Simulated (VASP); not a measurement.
Input:

```
NiSb
1.0
    2.00430    -3.47155     0.00000
    2.00430     3.47155     0.00000
    0.00000     0.00000     5.23260
Ni Sb
2 2
Direct
  0.00000   0.00000   0.50000
  0.00000   0.00000   0.00000
  0.33333   0.66667   0.25000
  0.66667   0.33333   0.75000
```

The numbers are results of PBE GGA + U (Dudarev), VASP's PBE PAW potentials (set 64) (plane waves; VASP), not measurements. Numerical set-up: 400 eV cut-off, 8×8×6 Γ-centred mesh, first-order Methfessel-Paxton smearing of 0.10 eV, potentials Ni Sb, U − J: Ni 1.00 eV.

Unless said otherwise, spin-orbit coupling is left out, though it shifts the bands of the heavy elements here.

### Question
Estimate the energy per atom (σ→0), pressure, band gap (on the k-mesh) with the smallest direct gap where there is one.

### Answer

```
Item                                                         Value
------------------------  ----------------------------------------
band gap (on the k-mesh)  none (metal, semimetal or under 0.01 eV)
energy per atom (σ→0)                               -4.756 eV/atom
pressure                                                 -3.99 GPa
```

The compound is NiSb in the NiAs type structure. The cell was not relaxed at this level. The run is one of a series of settings (LDAU = .TRUE., LDAUJ = 0 0, LDAUL = 2 -1, LDAUTYPE = 2, LDAUU = 1.0 0 against the base run), some of them coarse on purpose. The run is not spin-polarised, so no magnetic state was tried.
